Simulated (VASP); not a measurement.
Crystal: GeCN2.

```
Ge N C
1.0
     1.79379    1.03565    4.92196
    -1.79379    1.03565    4.92196
     0.00000   -2.07129    4.92196
Ge N C
1 2 1
Direct
  0.00000 0.00000 0.00000
  0.58390 0.58390 0.58390
  0.41610 0.41610 0.41610
  0.50000 0.50000 0.50000
```

The cell comes from a database or a generator and needn't be the stable form of this composition.

| Property | Result |
| --- | --- |
| Program | VASP 6.6.1 |
| Task | relaxation of cell and atoms |
| Functional | PBE |
| Dispersion | D3(BJ) |
| Potentials or basis | VASP PAW PBE potentials, release 64 (Ge_d, N, C) |
| Cutoff | 600 eV |
| k mesh | 8 × 8 × 8 |
| Occupations | gaussian, width 0.02 eV |
| Spin | no spin polarisation |

At the start: pressure 3.1 GPa; volume 13.72 Å³/atom.

**Question.** Where does the relaxation end?

**Answer.** Over 16 steps the energy falls by 3.7 meV/atom and the volume is 13.97 Å³/atom (+1.9 %); space group R-3m (No. 166, to 0.05 Å).

The path:
| step | energy change (eV) | largest force (eV/Å) | pressure (GPa) | volume (Å³) |
| --- | --- | --- | --- | --- |
| 1 | 0.0000 | 0.4100 | 3.13 | 54.86 |
| 2 | 0.0043 | 0.8356 | -1.42 | 57.02 |
| 3 | -0.0143 | 0.1825 | 0.64 | 55.82 |
| 4 | -0.0020 | 0.8346 | -3.29 | 56.48 |
| 5 | -0.0148 | 0.0009 | -0.06 | 55.93 |
| 6 | -0.0148 | 0.0039 | -0.10 | 55.93 |
| 7 | -0.0147 | 0.0912 | 0.32 | 55.87 |
| 8 | -0.0148 | 0.0079 | -0.13 | 55.93 |
| 9 | -0.0148 | 0.0492 | 0.12 | 55.90 |
| 10 | -0.0148 | 0.0119 | -0.08 | 55.92 |
| 11 | -0.0148 | 0.0321 | 0.11 | 55.86 |
| 12 | -0.0148 | 0.0118 | 0.03 | 55.89 |
| 13 | -0.0148 | 0.0114 | 0.03 | 55.89 |
| 14 | -0.0149 | 0.0120 | -0.04 | 55.89 |
| 15 | -0.0149 | 0.0346 | 0.11 | 55.87 |
| 16 | -0.0149 | 0.0006 | -0.05 | 55.88 |

Final structure:
```yaml
crystal:
  lattice:
    - [1.80471, 1.04195, 4.95309]
    - [-1.80471, 1.04195, 4.95309]
    - [0.00000, -2.08390, 4.95309]
  atoms:
    - { symbol: Ge, position: [0.00000, 0.00000, 0.00000] }
    - { symbol: N, position: [0.58328, 0.58328, 0.58328] }
    - { symbol: N, position: [0.41672, 0.41672, 0.41672] }
    - { symbol: C, position: [0.50000, 0.50000, 0.50000] }
```

Caveat: the standard files for N, O and F lose accuracy on very short bonds.
